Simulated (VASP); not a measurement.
HfRu3:

```
Hf Ru
1.0
     5.66451    0.00000    0.00000
    -2.83226    4.90561    0.00000
     0.00000    0.00000    4.45928
Hf Ru
2 6
Direct
  0.33333 0.66667 0.75000
  0.66667 0.33333 0.25000
  0.16460 0.32919 0.25000
  0.16460 0.83540 0.25000
  0.67081 0.83540 0.25000
  0.83540 0.67081 0.75000
  0.83540 0.16460 0.75000
  0.32919 0.16460 0.75000
```

The cell comes from a database or a generator and needn't be the stable form of this composition.

```yaml
Program: VASP 6.6.1
Task: single point
Functional: PBE
Potentials_or_basis: VASP PAW PBE potentials, release 64 (Hf_pv, Ru_pv)
Cutoff: 520 eV
k_mesh: 6 × 6 × 6
Occupations: fermi-dirac, width 0.05 eV
Spin: no spin polarisation
```

On this cell: pressure -1.6 GPa; largest force 0.050 eV/Å; band gap on the k mesh none (metal or under the smearing width).

The same run follows on a disturbed copy (atoms moved at random, drawn with an rms of 0.05 Å):

```
Hf Ru
1.0
     5.66451    0.00000    0.00000
    -2.83226    4.90561    0.00000
     0.00000    0.00000    4.45928
Hf Ru
2 6
Direct
  0.33522 0.65969 0.75677
  0.67051 0.34322 0.25123
  0.16523 0.33189 0.24143
  0.15690 0.82751 0.25694
  0.66537 0.84252 0.24544
  0.83172 0.66559 0.75071
  0.84054 0.15770 0.74813
  0.31455 0.15670 0.75495
```

Problem. What changes?

Solution. The energy (extrapolated to zero smearing) moves by +11.7 meV/atom; pressure -1.0 GPa; largest force 0.602 eV/Å; band gap on the k mesh none (metal or under the smearing width).

Forces in eV/Å, atoms in the order of the input:
```
Hf  -0.332  0.348 -0.363
Hf  -0.231 -0.540 -0.047
Ru  -0.039 -0.270  0.460
Ru   0.176  0.462 -0.131
Ru   0.224 -0.098  0.230
Ru   0.218  0.059  0.037
Ru  -0.559  0.056 -0.029
Ru   0.542 -0.018 -0.157
```

Stress tensor (GPa, compression positive):
```
-1.65  0.66  0.10
 0.66 -0.10 -0.09
 0.10 -0.09 -1.22
```
